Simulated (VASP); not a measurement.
Level of theory: PBEsol GGA, VASP's PBE PAW potentials (set 64) (plane waves; VASP 6.6.1).

A VASP calculation is set up with these files.

### INCAR
```
ALGO = Normal
EDIFF = 1E-6
EDIFFG = -0.02
ENCUT = 500
GGA = PS
IBRION = 2
ISIF = 3
ISMEAR = 1
LASPH = .TRUE.
LCHARG = .FALSE.
LMAXMIX = 6
LREAL = .FALSE.
LWAVE = .FALSE.
NELM = 100
NSW = 40
PREC = Accurate
SIGMA = 0.1
SYSTEM = Ir
```

File POSCAR:
```
Ir
1
    0.0000000000     1.9166122005     1.9166122005
    1.9166122005     0.0000000000     1.9166122005
    1.9166122005     1.9166122005    -0.0000000000
Ir
1
Direct
  0.0000000000   0.0000000000   0.0000000000
```

### KPOINTS
```
Automatic mesh
0
Gamma
16 16 16
0 0 0
```

POTCAR, in this order: Ir (PBE.64 set). Program: vasp_std.

**Question.** What will the output report for the number of irreducible k-points (NKPTS), largest plane-wave count, number of space-group operations, FFT grid (NGX, NGY, NGZ)?

**Answer.** 
```
Item                                          Result
--------------------------------------  ------------
number of irreducible k-points (NKPTS)           145
largest plane-wave count                         368
number of space-group operations                  48
FFT grid (NGX, NGY, NGZ)                20 × 20 × 20
```

The compound is Ir in the fcc structure. This run relaxes it. Symmetry was kept, so distortions that lower it aren't found.
